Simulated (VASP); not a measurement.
OSZICAR of a VASP run on ZnS (wurtzite):

### OSZICAR
```
       N       E                     dE             d eps       ncg     rms          rms(c)
DAV:   1     0.232202691842E+03    0.23220E+03   -0.17450E+04  1056   0.196E+03
DAV:   2     0.622932330955E+01   -0.22597E+03   -0.22121E+03  1092   0.376E+02
DAV:   3    -0.154711047133E+02   -0.21700E+02   -0.21588E+02  1272   0.118E+02
DAV:   4    -0.159732465523E+02   -0.50214E+00   -0.50164E+00  1212   0.186E+01
DAV:   5    -0.159825102563E+02   -0.92637E-02   -0.92625E-02  1292   0.250E+00    0.102E+01
DAV:   6    -0.151519711039E+02    0.83054E+00   -0.21959E+00  1486   0.477E+01    0.779E+00
DAV:   7    -0.151885124246E+02   -0.36541E-01   -0.19883E+00  1116   0.835E+00    0.326E+00
DAV:   8    -0.151667248461E+02    0.21788E-01   -0.98528E-02  1466   0.452E+00    0.106E+00
DAV:   9    -0.151661293853E+02    0.59546E-03   -0.24129E-02  1488   0.268E+00    0.260E-01
DAV:  10    -0.151662463853E+02   -0.11700E-03   -0.12211E-03  1220   0.407E-01    0.191E-01
DAV:  11    -0.151663683435E+02   -0.12196E-03   -0.21695E-04  1238   0.226E-01    0.684E-02
DAV:  12    -0.151663723405E+02   -0.39970E-05   -0.62229E-05  1290   0.112E-01    0.226E-02
DAV:  13    -0.151663731526E+02   -0.81213E-06   -0.37695E-06  1254   0.157E-02    0.133E-02
DAV:  14    -0.151663741644E+02   -0.10118E-05   -0.17193E-06  1320   0.188E-02    0.495E-03
DAV:  15    -0.151663740491E+02    0.11530E-06   -0.37485E-07  1112   0.120E-02    0.192E-03
DAV:  16    -0.151663740462E+02    0.28558E-08   -0.51559E-08   732   0.230E-03
   1 F= -.15166374E+02 E0= -.15166374E+02  d E =-.151664E+02
```

Question: Which electronic solver shows in the log?

Answer: It is blocked Davidson (ALGO = Normal, or the opening steps of other solvers). The INCAR had ALGO = Normal.

Question: Can the final energy be trusted as converged?

Answer: The calculation finished and met its thresholds. It stopped with EDIFF = 1E-7, NELM = 100, NSW = 30 and EDIFFG = -0.01 after 1 ionic step (PBEsol GGA, plane waves, VASP's PBE PAW potentials (set 64)).

The compound is ZnS in the wurtzite structure, the high-temperature form. It was relaxed first.
